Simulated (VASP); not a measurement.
Nb2HPb2: single point with PBE

Nb2HPb2:

```
Nb H Pb
1.0
     4.49697    0.00000    0.00000
    -2.24848    3.89449    0.00000
     0.00000    0.00000    7.43290
Nb H Pb
2 1 2
Direct
  0.66667 0.33333 0.37504
  0.33333 0.66667 0.62496
  0.00000 0.00000 0.00000
  0.66667 0.33333 0.74673
  0.33333 0.66667 0.25327
```

The cell was built by a generator and needn't be a form met in nature.

* Program: VASP 6.6.1
* Task: single point
* Functional: PBE
* Potentials or basis: VASP PAW PBE potentials, release 64 (Nb_sv, H, Pb_d)
* Cutoff: 520 eV
* k mesh: 7 × 7 × 4
* Occupations: fermi-dirac, width 0.05 eV
* Spin: no spin polarisation
* Further INCAR settings: ALGO = Normal; EDIFF = 1e-07; NBANDS = 36

* Pressure: 3.4 GPa
* Largest force: 2.233 eV/Å
* Band gap on the k mesh: none (metal or under the smearing width)

Forces on the atoms (eV/Å):
```
Nb   0.000  0.000  0.497
Nb   0.000  0.000 -0.497
H    0.000  0.000  0.000
Pb   0.000  0.000  2.233
Pb   0.000  0.000 -2.233
```

Stress tensor (GPa, compression positive):
```
3.16 0.00 0.00
0.00 3.16 0.00
0.00 0.00 3.88
```

Levels at points of the mesh, in eV from the Fermi level:
| k point | band 26 | band 27 | band 28 | band 29 | band 30 | band 31 |
| --- | --- | --- | --- | --- | --- | --- |
| (0.00, 0.00, 0.00) | -1.24 | 0.15 | 0.15 | 0.41 | 1.51 | 1.80 |
| (0.00, 0.00, 0.50) | -0.96 | 0.23 | 0.23 | 0.45 | 1.25 | 1.80 |

It took 2.6 min on 1 thread of Intel(R) Xeon(R) Platinum 8375C CPU @ 2.90GHz (Ice Lake), with other jobs on the host, peak memory 0.32 GiB.

Caveat: forces of over 1 eV/Å show positions far from the minimum, so gaps and moduli don't describe the material at rest. The run has no spin-orbit coupling, so splittings on Pb are missing.
